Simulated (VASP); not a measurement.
All values below come from optB88-vdW, VASP's PBE PAW potentials (set 64) (plane waves; VASP 6.6.1).

VASP input:

### POSCAR
```
MoS2
1.0
  1.5967136071  -2.7655888081   0.0000000000
  1.5967136071   2.7655888081   0.0000000000
  0.0000000000   0.0000000000  12.4660881377
Mo S
2 4
Cart
  1.5967136071   0.9218647798   3.1165220344
  1.5967136071  -0.9218647798   9.3495661033
  1.5967136071   0.9218647798  10.9193595273
  1.5967136071  -0.9218647798   4.6863154584
  1.5967136071  -0.9218647798   1.5467286104
  1.5967136071   0.9218647798   7.7797726793
```

INCAR:
```
SYSTEM = MoS2
PREC = Accurate; ENCUT = 520; LREAL = F
LASPH = T
EDIFF = 1E-7; NELM = 100; ALGO = Normal
LMAXMIX = 4
ISMEAR = 0; SIGMA = 0.05
GGA = BO; LUSE_VDW = T; AGGAC = 0.0
PARAM1 = 0.1833333333; PARAM2 = 0.22
IBRION = 2; NSW = 30; ISIF = 4
EDIFFG = -0.01
LWAVE = F; LCHARG = F
```

### KPOINTS
```
Automatic mesh
0
Gamma
8 8 2
0 0 0
```

POTCAR, in this order: Mo_sv S (PBE.64 set). Program: vasp_std.

The resulting files:

**OUTCAR**
```
 ion  position               nearest neighbor table
   1  0.333  0.667  0.250-   4 2.42   5 2.42   4 2.42   5 2.42   4 2.42   5 2.42
   2  0.667  0.333  0.750-   3 2.42   6 2.42   3 2.42   6 2.42   3 2.42   6 2.42
   3  0.333  0.667  0.876-   2 2.42   2 2.42   2 2.42
   4  0.667  0.333  0.376-   1 2.42   1 2.42   1 2.42
   5  0.667  0.333  0.124-   1 2.42   1 2.42   1 2.42
   6  0.333  0.667  0.624-   2 2.42   2 2.42   2 2.42
  LATTYP: Found a hexagonal cell.
 ALAT       =     3.1934269678
 C/A-ratio  =     3.9036709665
 Subroutine PRICEL returns:
 Original cell was already a primitive cell.
 Subroutine GETGRP returns: Found 24 space group operations
The static configuration has the point symmetry D_3d.
 The point group associated with its full space group is D_6h.
The dynamic configuration has the point symmetry D_3d.
 Subroutine INISYM returns: Found 24 space group operations
 Subroutine IBZKPT returns following result:
 Found     20 irreducible k-points:

 Following reciprocal coordinates:
            Coordinates               Weight
  0.000000  0.000000  0.000000      1.000000
  0.125000 -0.000000  0.000000      6.000000
  0.250000 -0.000000  0.000000      6.000000
  0.375000 -0.000000  0.000000      6.000000
  0.500000 -0.000000  0.000000      3.000000
  0.125000  0.125000  0.000000      6.000000
  0.250000  0.125000  0.000000     12.000000
  0.375000  0.125000  0.000000     12.000000
  0.250000  0.250000  0.000000      6.000000
  0.375000  0.250000  0.000000      6.000000
  0.000000  0.000000  0.500000      1.000000
  0.125000 -0.000000  0.500000      6.000000
  0.250000 -0.000000  0.500000      6.000000
  0.375000 -0.000000  0.500000      6.000000
  0.500000 -0.000000  0.500000      3.000000
  0.125000  0.125000  0.500000      6.000000
  0.250000  0.125000  0.500000     12.000000
  0.375000  0.125000  0.500000     12.000000
...
```

### OSZICAR
```
       N       E                     dE             d eps       ncg     rms          rms(c)
DAV:   1     0.464599910102E+03    0.46460E+03   -0.29881E+04  1384   0.159E+03
DAV:   2    -0.933127748980E+01   -0.47393E+03   -0.46403E+03  1536   0.399E+02
DAV:   3    -0.337955909860E+02   -0.24464E+02   -0.24316E+02  1591   0.796E+01
DAV:   4    -0.343727164079E+02   -0.57713E+00   -0.57591E+00  1533   0.118E+01
DAV:   5    -0.343887687366E+02   -0.16052E-01   -0.16047E-01  1607   0.189E+00    0.315E+01
DAV:   6    -0.322393565985E+02    0.21494E+01   -0.26961E+01  1379   0.262E+01    0.133E+01
DAV:   7    -0.316535730984E+02    0.58578E+00   -0.11539E+01  1420   0.173E+01    0.798E+00
DAV:   8    -0.313266543665E+02    0.32692E+00   -0.15610E+00  1667   0.678E+00    0.284E+00
DAV:   9    -0.313392167693E+02   -0.12562E-01   -0.16930E-01  1667   0.196E+00    0.138E+00
DAV:  10    -0.313300923170E+02    0.91245E-02   -0.78833E-02  1545   0.150E+00    0.378E-01
DAV:  11    -0.313299256756E+02    0.16664E-03   -0.29187E-03  1527   0.307E-01    0.237E-01
DAV:  12    -0.313297020836E+02    0.22359E-03   -0.93654E-04  1569   0.153E-01    0.848E-02
DAV:  13    -0.313296861472E+02    0.15936E-04   -0.17131E-04  1649   0.670E-02    0.182E-02
DAV:  14    -0.313296869624E+02   -0.81522E-06   -0.72335E-06  1535   0.150E-02    0.195E-02
DAV:  15    -0.313296869585E+02    0.39581E-08   -0.82784E-07  1542   0.421E-03
   1 F= -.31329687E+02 E0= -.31329687E+02  d E =-.313297E+02
```

### OUTCAR
```
------------------------ aborting loop because EDIFF is reached ----------------------------------------
  FORCE on cell =-STRESS in cart. coord.  units (eV):
  Direction    XX          YY          ZZ          XY          YZ          ZX
  --------------------------------------------------------------------------------------
  Total       -0.0727405     -0.0727405     -0.0821794      0.0000000      0.0000000      0.0000000
  in kB       -1.0585521     -1.0585519     -1.1959110      0.0000000      0.0000000      0.0000000
  external PRESSURE =      -1.1043383 kB  Pullay stress =       0.0000000 kB
  volume of cell :      110.10
      direct lattice vectors                 reciprocal lattice vectors
     1.596713607 -2.765588808  0.000000000     0.313143195 -0.180793326  0.000000000
     1.596713607  2.765588808  0.000000000     0.313143195  0.180793326  0.000000000
     0.000000000  0.000000000 12.466088138     0.000000000  0.000000000  0.080217626
 POSITION                                       TOTAL-FORCE (eV/Angst)
 -----------------------------------------------------------------------------------
      1.59671      0.92186      3.11652         0.000000      0.000000     -0.000000
      1.59671     -0.92186      9.34957         0.000000     -0.000000     -0.000000
      1.59671      0.92186     10.91936        -0.000000      0.000000     -0.006921
      1.59671     -0.92186      4.68632         0.000000      0.000000     -0.006921
      1.59671     -0.92186      1.54673         0.000000      0.000000      0.006921
      1.59671      0.92186      7.77977        -0.000000      0.000000      0.006921
 -----------------------------------------------------------------------------------
    total drift:                                0.000240      0.001632     -0.000030
  FREE ENERGIE OF THE ION-ELECTRON SYSTEM (eV)
  ---------------------------------------------------
  free  energy   TOTEN  =       -31.3296869585 eV

  energy  without entropy=      -31.3296869585  energy(sigma->0) =      -31.32968696

 reached required accuracy - stopping structural energy minimisation
```
(Selected blocks of OUTCAR.)

The compound is MoS2 in the 2H layered structure. It was relaxed first.
